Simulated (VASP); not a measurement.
These are PBE GGA, VASP's PBE PAW potentials (set 64) (plane waves; VASP) values and carry that method's errors.

VASP ran on this input.

File KPOINTS:
```
Automatic mesh
0
Gamma
1 1 1
0 0 0
```

File POSCAR:
```
B31N31Si
7.2488850
  0.9999999760   0.0000000000   0.0000000000
  0.0000000000   0.9999999760   0.0000000000
  0.0000000000   0.0000000000   0.9999999760
B N Si
31 31 1
direct
  0.4982440310   0.0002855800   0.0009266115
  0.7475957874   0.2520026467   0.0034165005
  0.7475973665   0.0027495604   0.2526578953
  0.9987691585   0.0007953298   0.0014696921
  0.2469385455   0.2489025477   0.9989958307
  0.4997594771   0.4998268090   0.9982536628
  0.7506586304   0.7526097423   0.9990276209
  0.2469246405   0.9983264807   0.2495662310
  0.4839657962   0.2471579588   0.2477913169
  0.7523868869   0.5155755143   0.2478903730
  0.4997623681   0.9976426854   0.5004777209
  0.7524497214   0.2471398055   0.5162833322
  0.7506617584   0.9983261374   0.7533127219
  0.9992627447   0.5013290466   0.0009941705
  0.2498818417   0.7496901934   0.9983526560
  0.9968180906   0.2519705012   0.2526790673
  0.2470379590   0.5011990944   0.2465328417
  0.4983898302   0.7525231363   0.2465527530
  0.9992929787   0.0002780665   0.5020057917
  0.2470621631   0.2459162858   0.5018164915
  0.7536780403   0.7525277635   0.5018306150
  0.2499049178   0.9977520550   0.7503579359
  0.4984110626   0.2459162611   0.7531736643
  0.7536849050   0.5011892401   0.7531709671
  0.0012234930   0.7526268709   0.2495852028
  0.0019858763   0.4998363583   0.5004593788
  0.2524472723   0.7471313347   0.4987664310
  0.0012607214   0.2489252507   0.7533078167
  0.2524489103   0.4981103762   0.7477854057
  0.5014801990   0.7471397555   0.7477708502
  0.0018714047   0.7497070771   0.7503576187
  0.6219233552   0.1287462951   0.1294090659
  0.8707781413   0.3776247774   0.1294483718
  0.8708315376   0.1287325453   0.3783387422
  0.1222522288   0.1255880301   0.1262672350
  0.3702231241   0.3750405487   0.1208229130
  0.6244954467   0.6293342068   0.1208645800
  0.8739595068   0.8773161844   0.1262729459
  0.3702174024   0.1201851143   0.3756992132
  0.8793872846   0.6293482989   0.3757614575
  0.6245377080   0.1201911503   0.6300344402
  0.8794054682   0.3750650249   0.6300272622
  0.8739709762   0.1256022831   0.8779889507
  0.1234703713   0.6260803154   0.1232808938
  0.3735097642   0.8761134238   0.1232605231
  0.1244198260   0.3748172959   0.3754715882
  0.3734993578   0.6260703687   0.3647945445
  0.6247497792   0.8751727059   0.3754725453
  0.1234654918   0.1226253423   0.6267182450
  0.3735206104   0.3641234507   0.6267147533
  0.6354549974   0.6260712762   0.6267341380
  0.8769609608   0.8761192189   0.6267591847
  0.3735265223   0.1226107310   0.8767724766
  0.6247776465   0.3748352114   0.8758275591
  0.8769597633   0.6260571252   0.8767843688
  0.1240975121   0.8754733189   0.3752148504
  0.1273482830   0.6237412783   0.6244198250
  0.3758426405   0.8722349350   0.6243865358
  0.1240977363   0.3745474351   0.8761732972
  0.3758478721   0.6237532580   0.8728827753
  0.6250345200   0.8754623998   0.8761692059
  0.1249141891   0.8746844795   0.8753284239
  0.5446043970   0.4550045053   0.4556239207
```

INCAR:
```
ISMEAR  =  0
PREC  =  Normal
ALGO  =  Fast   ! Davidson, then RMM-DIIS
MAGMOM  =  63*0.0317
NELMIN  =  4
LORBIT  =  11   ! lm-projected
LHYPERFINE  =  T
ENCUT  =  400   ! plane-wave cut-off (eV)
SYSTEM  =  B31N31Si
GGA  =  PE
LREAL  =  Auto
LASPH  =  T   ! aspherical one-centre terms
NUPDOWN  =  2
NELM  =  100   ! most electronic steps
ISPIN  =  2   ! spin-polarised
ISYM  =  0
LWAVE  =  T
EDIFF  =  1E-6   ! SCF stop (eV)
LCHARG  =  F
SIGMA  =  0.05
```

POTCAR, in this order: B N Si (PBE.64 set). Program: vasp_gam. Read from the step before: WAVECAR.

The run wrote:

### OUTCAR
```
 ion  position               nearest neighbor table
   1  0.498  0.000  0.001-  53 1.55  45 1.55  61 1.58  32 1.59
   2  0.748  0.252  0.003-  54 1.56  33 1.57  32 1.57  43 1.58
   3  0.748  0.003  0.253-  48 1.56  34 1.57  32 1.57  38 1.58
   4  0.999  0.001  0.001-  35 1.56  43 1.56  38 1.56  62 1.58
   5  0.247  0.249  0.999-  36 1.55  59 1.55  53 1.57  35 1.57
   6  0.500  0.500  0.998-  54 1.56  60 1.56  37 1.58  36 1.58
   7  0.751  0.753  0.999-  37 1.55  61 1.55  55 1.57  38 1.57
   8  0.247  0.998  0.250-  39 1.55  56 1.55  45 1.57  35 1.57
   9  0.484  0.247  0.248-  36 1.54  39 1.54  32 1.57  63 2.18
  10  0.752  0.516  0.248-  40 1.54  37 1.55  33 1.57  63 2.17
  11  0.500  0.998  0.500-  48 1.56  58 1.56  39 1.58  41 1.58
  12  0.752  0.247  0.516-  41 1.54  42 1.54  34 1.57  63 2.18
  13  0.751  0.998  0.753-  41 1.55  61 1.55  52 1.57  43 1.57
  14  0.999  0.501  0.001-  55 1.55  44 1.55  59 1.58  33 1.59
  15  0.250  0.750  0.998-  62 1.56  44 1.57  45 1.57  60 1.58
  16  0.997  0.252  0.253-  46 1.56  34 1.57  33 1.57  35 1.58
  17  0.247  0.501  0.247-  47 1.55  44 1.56  36 1.57  46 1.58  63 2.66
  18  0.498  0.753  0.247-  47 1.55  45 1.56  37 1.57  48 1.58  63 2.66
  19  0.999  0.000  0.502-  49 1.55  52 1.55  56 1.58  34 1.59
  20  0.247  0.246  0.502-  50 1.55  49 1.56  39 1.57  46 1.58  63 2.66
  21  0.754  0.753  0.502-  51 1.55  52 1.56  40 1.57  48 1.58  63 2.66
  22  0.250  0.998  0.750-  62 1.56  53 1.57  49 1.57  58 1.58
  23  0.498  0.246  0.753-  50 1.55  53 1.56  41 1.57  54 1.58  63 2.66
  24  0.754  0.501  0.753-  51 1.55  55 1.56  42 1.57  54 1.58  63 2.66
...
```

OSZICAR:
```
       N       E                     dE             d eps       ncg     rms          rms(c)
DAV:   1    -0.538493644527E+03   -0.53849E+03   -0.44070E-06   624   0.507E-03    0.115E-03
RMM:   2    -0.538493644535E+03   -0.84638E-08   -0.35140E-07   400   0.167E-03    0.725E-04
RMM:   3    -0.538493644532E+03    0.28740E-08   -0.28141E-08   303   0.613E-04    0.406E-04
RMM:   4    -0.538493644534E+03   -0.16225E-08   -0.30242E-08   280   0.544E-04
   1 F= -.53849364E+03 E0= -.53849364E+03  d E =-.753098E-13  mag=     2.0000
```

OUTCAR:
```
------------------------ aborting loop because EDIFF is reached ----------------------------------------
  FORCE on cell =-STRESS in cart. coord.  units (eV):
  Direction    XX          YY          ZZ          XY          YZ          ZX
  --------------------------------------------------------------------------------------
  Total       -3.8848503     -3.8705505     -3.8852992     10.1633525    -10.1630707     10.1655360
  in kB      -16.3407232    -16.2805742    -16.3426112     42.7497888    -42.7486036     42.7589733
  external PRESSURE =     -16.3213029 kB  Pullay stress =       0.0000000 kB
  volume of cell :      380.90
      direct lattice vectors                 reciprocal lattice vectors
     7.248884826  0.000000000  0.000000000     0.137952254  0.000000000  0.000000000
     0.000000000  7.248884826  0.000000000     0.000000000  0.137952254  0.000000000
     0.000000000  0.000000000  7.248884826     0.000000000  0.000000000  0.137952254
 POSITION                                       TOTAL-FORCE (eV/Angst)
 -----------------------------------------------------------------------------------
      3.61171      0.00207      0.00672         0.007769     -0.001806      0.005728
      5.41924      1.82674      0.02477        -0.010638      0.001394      0.001596
      5.41925      0.01993      1.83149        -0.009002      0.001489      0.005358
      7.23996      0.00577      0.01065        -0.001723      0.002462     -0.001552
      1.79003      1.80427      7.24161         0.002542     -0.000465      0.005053
      3.62270      3.62319      7.23623         0.004536     -0.003488     -0.010480
      5.44144      5.45558      7.24184        -0.001019      0.001455      0.000746
      1.78993      7.23675      1.80908         0.004660      0.003191      0.001353
      3.50821      1.79162      1.79621        -0.005267     -0.000999      0.004166
      5.45397      3.73735      1.79693        -0.002174      0.006544     -0.003147
      3.62272      7.23180      3.62791         0.000838     -0.011188     -0.000417
      5.45442      1.79149      3.74248        -0.002660      0.003634      0.007090
      5.44146      7.23675      5.46068        -0.000571      0.004092      0.000279
      7.24354      3.63408      0.00721         0.000256     -0.006166     -0.003123
      1.81136      5.43442      7.23694         0.005253      0.003820     -0.002312
      7.22582      1.82651      1.83164        -0.001836      0.006808      0.002446
      1.79075      3.63313      1.78709         0.003664     -0.003436      0.001366
      3.61277      5.45495      1.78723         0.001012      0.002926     -0.001159
      7.24376      0.00202      3.63898        -0.002021      0.001204     -0.006090
      1.79093      1.78262      3.63761        -0.002673     -0.004565      0.001148
      5.46333      5.45499      3.63771         0.001824      0.001721      0.004077
      1.81153      7.23259      5.43926        -0.002220     -0.005179     -0.002011
      3.61292      1.78262      5.45967         0.002276     -0.004045      0.005176
      5.46338      3.63306      5.45965         0.003611     -0.000164      0.003902
      0.00887      5.45571      1.80921        -0.001188      0.003484     -0.000341
      0.01440      3.62326      3.62777         0.008556     -0.006718      0.004590
      1.82996      5.41587      3.61550         0.004999     -0.007315     -0.000831
      0.00914      1.80443      5.46064        -0.007757     -0.001910     -0.000773
      1.82997      3.61074      5.42061         0.005383     -0.004134     -0.003478
      3.63517      5.41593      5.42050         0.000839     -0.006262     -0.002541
      0.01357      5.43454      5.43926         0.001952     -0.002201     -0.001291
      4.50825      0.93327      0.93807         0.006296      0.002686      0.002686
      6.31217      2.73736      0.93836         0.006404      0.000356      0.004772
      6.31256      0.93317      2.74253        -0.002315      0.002159     -0.006951
      0.88619      0.91037      0.91530        -0.014021     -0.001666     -0.001908
      2.68370      2.71863      0.87583        -0.005896      0.003322     -0.000651
      4.52690      4.56197      0.87613         0.007513      0.004766     -0.000858
      6.33523      6.35956      0.91534         0.005749      0.009186     -0.001287
      2.68366      0.87121      2.72340        -0.003366     -0.001149     -0.000848
      6.37458      4.56207      2.72385         0.004042      0.005008     -0.011658
      4.52720      0.87125      4.56705        -0.000222     -0.004183      0.001665
      6.37471      2.71880      4.56700         0.004171     -0.002918      0.001462
      6.33531      0.91048      6.36444         0.005062     -0.002227      0.012769
      0.89502      4.53838      0.89365        -0.004706     -0.003382     -0.001343
      2.70753      6.35085      0.89350        -0.001301     -0.002546      0.001117
      0.90190      2.71701      2.72175         0.007533      0.004049     -0.000944
      2.70745      4.53831      2.64435        -0.001538      0.000630     -0.003865
      4.52874      6.34403      2.72176         0.002185     -0.009761      0.001836
      0.89499      0.88890      4.54301         0.004526      0.000298      0.001448
      2.70761      2.63949      4.54298        -0.002601      0.000701      0.003537
      4.60634      4.53832      4.54312         0.000553      0.001827     -0.000988
      6.35699      6.35089      4.54331         0.000711     -0.003854     -0.006921
      2.70765      0.88879      6.35562        -0.000954      0.003157     -0.003777
      4.52894      2.71714      6.34877        -0.004090     -0.000396     -0.012463
      6.35698      4.53822      6.35571         0.001673      0.001241      0.000962
      0.89957      6.34621      2.71989        -0.003641      0.000853     -0.000843
      0.92313      4.52143      4.52635        -0.000292      0.005022     -0.000193
      2.72444      6.32273      4.52611        -0.003624      0.004396      0.006829
      0.89957      2.71505      6.35128        -0.002455     -0.001429     -0.001554
      2.72448      4.52152      6.32743        -0.006576      0.001073     -0.000023
      4.53080      6.34613      6.35125         0.000255      0.003793     -0.004489
      0.90549      6.34049      6.34515        -0.009351      0.008246      0.008235
      3.94777      3.29828      3.30277         0.001054     -0.003445     -0.000278
 -----------------------------------------------------------------------------------
    total drift:                                0.030347      0.005113     -0.048349
  FREE ENERGIE OF THE ION-ELECTRON SYSTEM (eV)
  ---------------------------------------------------
  free  energy   TOTEN  =      -538.4936445341 eV

  energy  without entropy=     -538.4936445341  energy(sigma->0) =     -538.49364453

 total charge

# of ion       s       p       d       tot
------------------------------------------
    1        0.674   1.355   0.000   2.029
    2        0.671   1.349   0.000   2.020
    3        0.671   1.349   0.000   2.020
    4        0.674   1.360   0.000   2.034
    5        0.677   1.371   0.000   2.049
    6        0.672   1.352   0.000   2.023
    7        0.677   1.371   0.000   2.048
    8        0.677   1.371   0.000   2.048
    9        0.678   1.329   0.000   2.007
   10        0.678   1.329   0.000   2.007
   11        0.672   1.351   0.000   2.023
   12        0.678   1.329   0.000   2.007
   13        0.677   1.371   0.000   2.049
   14        0.674   1.354   0.000   2.028
   15        0.672   1.353   0.000   2.025
   16        0.671   1.349   0.000   2.020
   17        0.676   1.368   0.000   2.043
   18        0.676   1.368   0.000   2.043
   19        0.674   1.355   0.000   2.029
   20        0.676   1.368   0.000   2.043
   21        0.676   1.368   0.000   2.043
...
```
(Selected blocks of OUTCAR.)

At this cut-off the stress carries a Pulay error, which pulls relaxed volumes low.  The supercell is sampled at Γ alone, which is coarse: total energies, pressure and levels can be off, energies of defects by several tenths of an eV.

The cell is a supercell with a defect, built from BN (zinc blende): Si_B-vac_N.
